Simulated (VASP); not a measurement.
Level of theory: PBE GGA, VASP's PBE PAW potentials (set 64) (plane waves; VASP).

VASP input:

**KPOINTS_OPT**
```
k-points along high-symmetry lines
10
Line-mode
Reciprocal
  0.000000   0.000000   0.000000 ! GAMMA
  0.500000   0.000000   0.500000 ! X

  0.500000   0.000000   0.500000 ! X
  0.625000   0.250000   0.625000 ! U

  0.375000   0.375000   0.750000 ! K
  0.000000   0.000000   0.000000 ! GAMMA

  0.000000   0.000000   0.000000 ! GAMMA
  0.500000   0.500000   0.500000 ! L

  0.500000   0.500000   0.500000 ! L
  0.500000   0.250000   0.750000 ! W

  0.500000   0.250000   0.750000 ! W
  0.500000   0.000000   0.500000 ! X
```

**INCAR**
```
ALGO = Normal
EDIFF = 1E-6
ENCUT = 300
GGA = PE
ISIF = 2
ISMEAR = -1
LASPH = .TRUE.
LCHARG = .FALSE.
LMAXMIX = 4
LREAL = .FALSE.
LWAVE = .FALSE.
NELM = 100
PREC = Accurate
SIGMA = 0.1
SYSTEM = Y3Mo
```

### POSCAR
```
Y3Mo
1
    0.0000000000     4.1304120000     4.1304120000
    4.1304120000     0.0000000000     4.1304120000
    4.1304120000     4.1304120000     0.0000000000
Mo Y
1 3
Direct
  0.0000000000   0.0000000000   0.0000000000
  0.5000000000   0.5000000000   0.5000000000
  0.2500000000   0.2500000000   0.2500000000
  0.7500000000   0.7500000000   0.7500000000
```

File KPOINTS:
```
K-points
0
Gamma
 5 5 5
0 0 0
```

POTCAR, in this order: Mo_sv Y_sv (PBE.64 set). Program: vasp_std.

At this cut-off the stress carries a Pulay error, which pulls relaxed volumes low.

Task: Predict the energy per atom (σ→0), pressure, band gap (over mesh and band path).

Result: 
```json
{
 "energy per atom (σ→0)": "-6.719 eV/atom",
 "band gap (over mesh and band path)": "none (metal, semimetal or under 0.01 eV)",
 "pressure": "-11.10 GPa"
}
```

**OSZICAR**
```
...
DAV:  16    -0.270386995204E+02   -0.10800E-06   -0.34332E-07   376   0.329E-03
   1 F= -.27038700E+02 E0= -.26877639E+02  d E =-.322121E+00
       N       E                     dE             ncg
       N       E                     dE             ncg
       N       E                     dE             ncg
       N       E                     dE             ncg
       N       E                     dE             ncg
       N       E                     dE             ncg
```

The structure was generated: Y3Mo was put into an ordered model structure, which need not be its known phase. The cell was not relaxed at this level. The electron count is odd and the run is not spin-polarised, which forces a metal.
